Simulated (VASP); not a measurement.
```
Al
1.0
    0.00000     1.99219     1.99219
    1.99219     0.00000     1.99219
    1.99219     1.99219     0.00000
Al
1
Direct
  0.00000   0.00000   0.00000
```

Calculation: vdW-DF-cx, VASP's PBE PAW potentials (set 64) (plane waves; VASP). Numerical set-up: 520 eV cut-off, 16×16×16 Γ-centred mesh, first-order Methfessel-Paxton smearing of 0.10 eV, potentials Al.

**Question.** Give the stress tensor in GPa (positive for a compressed cell).

**Answer.** 
```
2.93  0.00  0.00
0.00  2.93  0.00
0.00  0.00  2.93
```
The pressure is its mean diagonal, 2.93 GPa.

The compound is Al in the fcc structure. This cell is one point of a volume scan, at 0.97 of the reference volume.
